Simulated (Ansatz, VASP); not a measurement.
# Ag2Pb: VASP beside Ansatz

```
CELL_PARAMETERS angstrom
4.64736 0.00000 0.00000
-2.32368 4.02473 0.00000
0.00000 0.00000 4.07098
ATOMIC_POSITIONS crystal
Ag 0.33330 0.66670 0.50000
Ag 0.66660 0.33330 0.50000
Pb 0.00000 0.00000 0.00000
```

The cell was built by a generator and needn't be a form met in nature.

Alike in both runs: task single point; functional PBE; k mesh 5 × 5 × 5; no spin polarisation.

|  | VASP | Ansatz |
| --- | --- | --- |
| version | VASP 6.6.1 | Ansatz 0.2.0 |
| potentials or method | VASP PAW PBE potentials, release 64 (Ag, Pb_d) | PAW plane waves |
| plane-wave cutoff (eV) | 520 | 420 |
| occupations | fermi-dirac, width 0.1 eV | fermi-dirac |
| valence electrons in the cell | 36 | 52 |

|  | VASP | Ansatz | Ansatz less VASP |
| --- | --- | --- | --- |
| gap on the k mesh at the Fermi level (eV) | none | none | - |
| pressure (GPa) | -1.3 | -1.2 | +0.08 |
| largest component of the traceless stress (GPa) | 3.39 | 3.43 | +0.037 |

A gap of «none» marks a metal or a gap that the smearing closes. The two sets of potentials don't hold the same shells in valence. Ansatz warned: «structure_snapped_to_symmetry».

Spin-orbit coupling is left out, which matters for the levels of Pb.
